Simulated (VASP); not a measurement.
Here is the system:

```yaml
crystal:
  lattice:
    - [1.48109, -2.56533, 0.00000]
    - [1.48109, 2.56533, 0.00000]
    - [0.00000, 0.00000, 4.87467]
  atoms:
    - { symbol: Ti, position: [0.00000, 0.00000, 0.00000] }
    - { symbol: S, position: [0.33333, 0.66667, 0.30649] }
    - { symbol: S, position: [0.66667, 0.33333, 0.69351] }
```

Calculation: PBEsol GGA, VASP's PBE PAW potentials (set 64) (plane waves; VASP). Settings: 500 eV cut-off, 12×12×6 Γ-centred mesh, first-order Methfessel-Paxton smearing of 0.10 eV, potentials Ti_sv S.

Without a dispersion term in the relaxation, distances and binding between the weakly bound layers, chains or molecules are unreliable, and so is what depends on them.

Q: What does the run give for the energy per atom (σ→0), pressure, band gap (on the k-mesh) with the smallest direct gap where there is one?

A: 
| Property | Result |
|---|---|
| band gap (on the k-mesh) | none (metal, semimetal or under 0.01 eV) |
| energy per atom (σ→0) | -6.488 eV/atom |
| pressure | 44.86 GPa |

Total energies compare only between runs with the same potentials, cut-off and functional.

The compound is TiS2 in the 1T layered structure. It was relaxed first under an external pressure of 45 GPa.
